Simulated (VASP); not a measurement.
Level of theory: PBE GGA, VASP's PBE PAW potentials (set 64) (plane waves; VASP).

VASP input:

**POSCAR**
```
SiS2
1
   -2.9425330000     5.0263370000     2.8398300000
    2.9425330000    -5.0263370000     2.8398300000
    2.9425330000     5.0263370000    -2.8398300000
Si S
2 4
Direct
  0.7500000000   0.7500000000   0.0000000000
  0.2500000000   0.2500000000   0.0000000000
  0.8847500000   0.7985600000   0.6833100000
  0.1152500000   0.2014400000   0.3166900000
  0.6152500000   0.2985600000   0.9138100000
  0.3847500000   0.7014400000   0.0861900000
```

**KPOINTS**
```
Automatic mesh
0
Gamma
4 4 4
0 0 0
```

### INCAR
```
! general
SYSTEM  =  SiS2
PREC    =  Accurate
ENCUT   =  300   ! plane-wave cut-off (eV)
LREAL   =  F   ! projection in real space or not
LASPH   =  T

! electronic loop
EDIFF   =  1E-6   ! SCF stop (eV)
NELM    =  100
ALGO    =  Normal   ! blocked Davidson

! smearing
ISMEAR  =  -1   ! Fermi-Dirac
SIGMA   =  0.01   ! width (eV)

! functional
GGA     =  PE

! ions
ISIF    =  2   ! forces and stress, cell fixed

! output
LWAVE   =  F
LCHARG  =  F
```

POTCAR, in this order: Si S (PBE.64 set). Program: vasp_std.

### Question
What will the output report for the number of irreducible k-points (NKPTS), largest plane-wave count, number of space-group operations, FFT grid (NGX, NGY, NGZ)?

### Answer

The number of irreducible k-points (NKPTS) is 18. The largest plane-wave count is 1998 and the number of space-group operations comes out as 8. The FFT grid (NGX, NGY, NGZ) is 40 × 40 × 40.

The structure comes from a computed database's SiS2 entry; how it stands against other phases isn't given here. The cell was not relaxed at this level.
